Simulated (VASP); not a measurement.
Calculation: PBEsol GGA, VASP's PBE PAW potentials (set 64) (plane waves; VASP 6.6.1).

The input files of a VASP run:

File POSCAR:
```
PtSe2
4.8951430
  0.3836464853  -0.6644952555   0.0000000000
  0.3836464853   0.6644952555   0.0000000000
  0.0000000000   0.0000000000   0.9999999249
Pt Se
1 2
direct
  0.0000000000   0.0000000000   0.0000000000
  0.3333330000   0.6666670000   0.2598331553
  0.6666670000   0.3333330000   0.7401668447
```

INCAR:
```
# general
SYSTEM   =  PtSe2
PREC     =  Accurate
ENCUT    =  480
LREAL    =  .False.
LASPH    =  .True.

# electronic loop
EDIFF    =  1E-7
NELM     =  100
ALGO     =  Normal
LMAXMIX  =  6

# smearing
ISMEAR   =  1
SIGMA    =  0.1

# functional
GGA      =  PS

# ions
ISIF     =  2

# output
LWAVE    =  .False.
LCHARG   =  .False.
```

### KPOINTS
```
Automatic mesh
0
Gamma
10 10 6
0 0 0
```

POTCAR, in this order: Pt Se (PBE.64 set). Program: vasp_std.

The run wrote:

OUTCAR:
```
 ion  position               nearest neighbor table
   1  0.000  0.000  0.000-   2 2.51   3 2.51   3 2.51   2 2.51   3 2.51   2 2.51
   2  0.333  0.667  0.260-   1 2.51   1 2.51   1 2.51
   3  0.667  0.333  0.740-   1 2.51   1 2.51   1 2.51
  LATTYP: Found a hexagonal cell.
 ALAT       =     3.7560090294
 C/A-ratio  =     1.3032829778
 Subroutine PRICEL returns:
 Original cell was already a primitive cell.
 Subroutine GETGRP returns: Found 12 space group operations
The static configuration has the point symmetry D_3d.
The dynamic configuration has the point symmetry D_3d.
 Subroutine INISYM returns: Found 12 space group operations
 Subroutine IBZKPT returns following result:
 Found     72 irreducible k-points:

 Following reciprocal coordinates:
            Coordinates               Weight
  0.000000  0.000000  0.000000      1.000000
  0.100000 -0.000000  0.000000      6.000000
  0.200000 -0.000000  0.000000      6.000000
  0.300000 -0.000000  0.000000      6.000000
  0.400000 -0.000000  0.000000      6.000000
  0.500000  0.000000  0.000000      3.000000
  0.100000  0.100000  0.000000      6.000000
...
```

File OSZICAR:
```
       N       E                     dE             d eps       ncg     rms          rms(c)
DAV:   1     0.108314083936E+03    0.10831E+03   -0.97688E+03  2192   0.121E+03
DAV:   2    -0.122686186290E+02   -0.12058E+03   -0.11769E+03  2833   0.231E+02
DAV:   3    -0.167071724342E+02   -0.44386E+01   -0.44092E+01  2566   0.474E+01
DAV:   4    -0.167407753939E+02   -0.33603E-01   -0.33598E-01  2650   0.447E+00
DAV:   5    -0.167411304575E+02   -0.35506E-03   -0.35506E-03  2636   0.434E-01    0.130E+01
DAV:   6    -0.161497690396E+02    0.59136E+00   -0.53705E+00  2174   0.225E+01    0.782E+00
DAV:   7    -0.159327989539E+02    0.21697E+00   -0.10055E+00  2181   0.108E+01    0.382E+00
DAV:   8    -0.159081048084E+02    0.24694E-01   -0.75938E-02  2314   0.199E+00    0.869E-01
DAV:   9    -0.159042508221E+02    0.38540E-02   -0.10192E-02  2433   0.106E+00    0.214E-01
DAV:  10    -0.159043076727E+02   -0.56851E-04   -0.12303E-03  2426   0.280E-01    0.422E-02
DAV:  11    -0.159043013813E+02    0.62914E-05   -0.10003E-04  2559   0.104E-01    0.179E-02
DAV:  12    -0.159042996812E+02    0.17001E-05   -0.13954E-05  2398   0.349E-02    0.378E-03
DAV:  13    -0.159042998650E+02   -0.18382E-06   -0.64568E-07  2748   0.602E-03    0.179E-03
DAV:  14    -0.159042998414E+02    0.23582E-07   -0.18142E-07  1297   0.445E-03
   1 F= -.15904300E+02 E0= -.15903934E+02  d E =-.109770E-02
```

### OUTCAR
```
------------------------ aborting loop because EDIFF is reached ----------------------------------------
  FORCE on cell =-STRESS in cart. coord.  units (eV):
  Direction    XX          YY          ZZ          XY          YZ          ZX
  --------------------------------------------------------------------------------------
  Total        0.0473812      0.0473812     -0.0729061      0.0000000      0.0000000      0.0000000
  in kB        1.2693103      1.2693105     -1.9531043      0.0000000      0.0000000      0.0000000
  external PRESSURE =       0.1951721 kB  Pullay stress =       0.0000000 kB
  volume of cell :       59.81
      direct lattice vectors                 reciprocal lattice vectors
     1.878004407 -3.252799299  0.000000000     0.266240057 -0.153713757  0.000000000
     1.878004407  3.252799299  0.000000000     0.266240057  0.153713757  0.000000000
     0.000000000  0.000000000  4.895142632     0.000000000  0.000000000  0.204284139
 POSITION                                       TOTAL-FORCE (eV/Angst)
 -----------------------------------------------------------------------------------
      0.00000      0.00000      0.00000        -0.000000     -0.000000      0.000000
      1.87800      1.08427      1.27192        -0.000000      0.000000     -0.007468
      1.87800     -1.08427      3.62322         0.000000     -0.000000      0.007468
 -----------------------------------------------------------------------------------
    total drift:                               -0.000000      0.000000      0.000000
  FREE ENERGIE OF THE ION-ELECTRON SYSTEM (eV)
  ---------------------------------------------------
  free  energy   TOTEN  =       -15.9042998414 eV

  energy  without entropy=      -15.9032021422  energy(sigma->0) =      -15.90393394
```
(Selected blocks of OUTCAR.)

Without a dispersion term in the relaxation, distances and binding between the weakly bound layers, chains or molecules are unreliable, and so is what depends on them.

The compound is PtSe2 in the 1T layered structure. It was relaxed first.
